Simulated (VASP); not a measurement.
All values below come from r2SCAN+rVV10, VASP's PBE PAW potentials (set 64) (plane waves; VASP).

A VASP calculation is set up with these files.

INCAR:
```
SYSTEM = HfB2
PREC = Accurate; ENCUT = 520; LREAL = .False.
LASPH = .True.
EDIFF = 1E-6; NELM = 100; ALGO = Normal
LMAXMIX = 6; LMIXTAU = .True.
ISMEAR = 1; SIGMA = 0.1
METAGGA = R2SCAN; LUSE_VDW = .True.; BPARAM = 11.95
CPARAM = 0.0093
IBRION = 2; NSW = 60; ISIF = 3
EDIFFG = -0.02
LWAVE = .False.; LCHARG = .False.
```

### POSCAR
```
HfB2
1
    1.5613703817    -2.7043730588     0.0000000000
    1.5613703817     2.7043730588    -0.0000000000
   -0.0000000000    -0.0000000000     3.4547709104
Hf B
1 2
Direct
  1.0000000000   0.0000000000   0.0000000000
  0.3333330000   0.6666670000   0.5000000000
  0.6666670000   0.3333330000   0.5000000000
```

**KPOINTS**
```
Automatic mesh
0
Gamma
10 10 8
0 0 0
```

POTCAR, in this order: Hf_pv B (PBE.64 set). Program: vasp_std.

Output

OSZICAR:
```
       N       E                     dE             d eps       ncg     rms          rms(c)
DAV:   1    -0.731650967882E+01   -0.73165E+01   -0.86675E+03  1680   0.131E+03
DAV:   2    -0.661354477904E+02   -0.58819E+02   -0.54936E+02  2080   0.254E+02
DAV:   3    -0.679822327829E+02   -0.18468E+01   -0.18169E+01  2212   0.341E+01
DAV:   4    -0.679975958943E+02   -0.15363E-01   -0.15354E-01  2016   0.340E+00
DAV:   5    -0.679977513427E+02   -0.15545E-03   -0.15542E-03  2192   0.288E-01    0.595E+01
DAV:   6    -0.629220270261E+02    0.50757E+01   -0.47414E+00  2032   0.178E+01    0.406E+01
DAV:   7    -0.626825930629E+02    0.23943E+00   -0.13887E+00  2168   0.113E+01    0.566E+00
DAV:   8    -0.628616840690E+02   -0.17909E+00   -0.79690E-01  1868   0.111E+01    0.614E+00
DAV:   9    -0.628187884984E+02    0.42896E-01   -0.67562E-01  2024   0.784E+00    0.601E+00
DAV:  10    -0.629082035924E+02   -0.89415E-01   -0.74930E-02  1968   0.229E+00    0.134E+00
DAV:  11    -0.629203400296E+02   -0.12136E-01   -0.31274E-02  1968   0.175E+00    0.619E-01
DAV:  12    -0.629222185069E+02   -0.18785E-02   -0.15999E-03  2000   0.390E-01    0.138E-01
DAV:  13    -0.629228994897E+02   -0.68098E-03   -0.71626E-04  1964   0.278E-01    0.509E-02
DAV:  14    -0.629228035377E+02    0.95952E-04   -0.22087E-04  1900   0.172E-01    0.131E-01
DAV:  15    -0.629228904298E+02   -0.86892E-04   -0.27462E-05  1976   0.524E-02    0.736E-02
DAV:  16    -0.629229249508E+02   -0.34521E-04   -0.28810E-05  1992   0.534E-02    0.310E-03
DAV:  17    -0.629229250490E+02   -0.98281E-07   -0.12261E-06  1240   0.114E-02
   1 F= -.62922925E+02 E0= -.62922757E+02  d E =-.629229E+02
       N       E                     dE             d eps       ncg     rms          rms(c)
DAV:   1    -0.629417367203E+02   -0.18812E-01   -0.70718E-01  1732   0.839E+00    0.272E+00
DAV:   2    -0.629258989829E+02    0.15838E-01   -0.33309E-02  1740   0.192E+00    0.120E+00
DAV:   3    -0.629213585742E+02    0.45404E-02   -0.21531E-02  2000   0.126E+00    0.123E+00
DAV:   4    -0.629214106283E+02   -0.52054E-04   -0.33489E-04  1960   0.213E-01    0.125E+00
DAV:   5    -0.629217012717E+02   -0.29064E-03   -0.15099E-04  2080   0.124E-01    0.136E+00
DAV:   6    -0.629204645484E+02    0.12367E-02   -0.60887E-03  2032   0.622E-01    0.720E-01
DAV:   7    -0.629208384031E+02   -0.37385E-03   -0.26337E-03  1772   0.593E-01    0.937E-01
DAV:   8    -0.629214396973E+02   -0.60129E-03   -0.15841E-03  1940   0.427E-01    0.358E-01
DAV:   9    -0.629214509706E+02   -0.11273E-04   -0.13911E-04  2068   0.113E-01    0.206E-01
DAV:  10    -0.629214504454E+02    0.52512E-06   -0.43192E-05  2048   0.689E-02    0.992E-02
DAV:  11    -0.629214398677E+02    0.10578E-04   -0.62988E-05  2028   0.829E-02    0.273E-02
DAV:  12    -0.629214338226E+02    0.60451E-05   -0.35728E-06  1764   0.191E-02    0.323E-02
DAV:  13    -0.629214475688E+02   -0.13746E-04   -0.52275E-06  1968   0.214E-02    0.286E-02
DAV:  14    -0.629214433038E+02    0.42649E-05   -0.37980E-07   912   0.792E-03    0.224E-02
DAV:  15    -0.629214411312E+02    0.21727E-05   -0.59280E-07   928   0.756E-03    0.518E-03
DAV:  16    -0.629214403762E+02    0.75496E-06   -0.11588E-07   892   0.316E-03
   2 F= -.62921440E+02 E0= -.62921267E+02  d E =0.148467E-02
       N       E                     dE             d eps       ncg     rms          rms(c)
DAV:   1    -0.629323162153E+02   -0.10875E-01   -0.21247E-01  1732   0.460E+00    0.146E+00
DAV:   2    -0.629273812474E+02    0.49350E-02   -0.95539E-03  1720   0.104E+00    0.656E-01
DAV:   3    -0.629259413185E+02    0.14399E-02   -0.65177E-03  1992   0.696E-01    0.674E-01
DAV:   4    -0.629259435717E+02   -0.22531E-05   -0.99861E-05  1928   0.117E-01    0.693E-01
DAV:   5    -0.629260574071E+02   -0.11384E-03   -0.98352E-05  1932   0.103E-01    0.592E-01
DAV:   6    -0.629259642507E+02    0.93156E-04   -0.16433E-04  2004   0.116E-01    0.394E-01
DAV:   7    -0.629260084232E+02   -0.44172E-04   -0.18544E-05  1984   0.491E-02    0.363E-01
DAV:   8    -0.629259944147E+02    0.14008E-04   -0.10709E-05  2072   0.284E-02    0.262E-01
DAV:   9    -0.629259797622E+02    0.14653E-04   -0.99484E-06  2024   0.308E-02    0.200E-01
DAV:  10    -0.629259772181E+02    0.25440E-05   -0.52095E-07   900   0.741E-03    0.188E-01
DAV:  11    -0.629259702135E+02    0.70046E-05   -0.52609E-06  2040   0.189E-02    0.132E-01
DAV:  12    -0.629259531564E+02    0.17057E-04   -0.13216E-05  2012   0.356E-02    0.466E-02
DAV:  13    -0.629259523209E+02    0.83555E-06   -0.68073E-07   952   0.803E-03
   3 F= -.62925952E+02 E0= -.62925781E+02  d E =-.302727E-02
       N       E                     dE             d eps       ncg     rms          rms(c)
DAV:   1    -0.629259531110E+02    0.45466E-07   -0.62902E-05  1824   0.787E-02    0.323E-02
DAV:   2    -0.629259506764E+02    0.24345E-05   -0.26722E-06  1780   0.175E-02    0.152E-02
DAV:   3    -0.629259493711E+02    0.13053E-05   -0.19233E-06  1740   0.122E-02    0.120E-02
DAV:   4    -0.629259492800E+02    0.91077E-07   -0.44040E-08   880   0.222E-03
   4 F= -.62925949E+02 E0= -.62925779E+02  d E =-.302423E-02
       N       E                     dE             d eps       ncg     rms          rms(c)
DAV:   1    -0.629262018798E+02   -0.25251E-03   -0.14154E-02  1780   0.106E+00    0.128E-01
DAV:   2    -0.629260947209E+02    0.10716E-03   -0.19153E-04  2048   0.130E-01    0.549E-02
DAV:   3    -0.629261013543E+02   -0.66334E-05   -0.35370E-05  2064   0.589E-02    0.196E-02
DAV:   4    -0.629260953609E+02    0.59933E-05   -0.12758E-05  2064   0.328E-02    0.113E-02
DAV:   5    -0.629260983893E+02   -0.30283E-05   -0.57378E-06  1828   0.265E-02    0.413E-03
DAV:   6    -0.629260985202E+02   -0.13098E-06   -0.27885E-06  1748   0.184E-02
   5 F= -.62926099E+02 E0= -.62925925E+02  d E =-.149240E-03
```

OUTCAR:
```
------------------------ aborting loop because EDIFF is reached ----------------------------------------
  FORCE on cell =-STRESS in cart. coord.  units (eV):
  Direction    XX          YY          ZZ          XY          YZ          ZX
  --------------------------------------------------------------------------------------
  Total        0.0002543      0.0002543     -0.0049568      0.0000000     -0.0000000      0.0000000
  in kB        0.0138122      0.0138122     -0.2692527      0.0000000     -0.0000000      0.0000000
  external PRESSURE =      -0.0805428 kB  Pullay stress =       0.0000000 kB
  volume of cell :       29.49
      direct lattice vectors                 reciprocal lattice vectors
     1.564904112 -2.710493660 -0.000000000     0.319508394 -0.184468242 -0.000000000
     1.564904112  2.710493660  0.000000000     0.319508394  0.184468242 -0.000000000
     0.000000000  0.000000000  3.476815509    -0.000000000 -0.000000000  0.287619518
 POSITION                                       TOTAL-FORCE (eV/Angst)
 -----------------------------------------------------------------------------------
      3.12981      0.00000      0.00000        -0.000000      0.000000     -0.000000
      1.56490      0.90350      1.73841         0.000000     -0.000000      0.000000
      1.56490     -0.90350      1.73841        -0.000000      0.000000     -0.000000
 -----------------------------------------------------------------------------------
    total drift:                               -0.000000     -0.000000     -0.000000
  FREE ENERGIE OF THE ION-ELECTRON SYSTEM (eV)
  ---------------------------------------------------
  free  energy   TOTEN  =       -62.9260985202 eV

  energy  without entropy=      -62.9255777240  energy(sigma->0) =      -62.92592492

 reached required accuracy - stopping structural energy minimisation
```
(Selected blocks of OUTCAR.)

File CONTCAR:
```
HfB2
   1.00000000000000
     1.5649041116808904   -2.7104936602125473   -0.0000000000000000
     1.5649041116808904    2.7104936602125473    0.0000000000000000
     0.0000000000000000    0.0000000000000000    3.4768155090618196
  Hf              B
     1     2
Direct
     1.0000000000000000    1.0000000000000000    0.0000000000000000
     0.3333330000000032    0.6666669999999968    0.5000000000000000
     0.6666669999999968    0.3333330000000032    0.5000000000000000
```

The compound is HfB2 in the AlB2 type structure. This run relaxes it. Symmetry was kept, so distortions that lower it aren't found. The start is the result of an earlier pass.
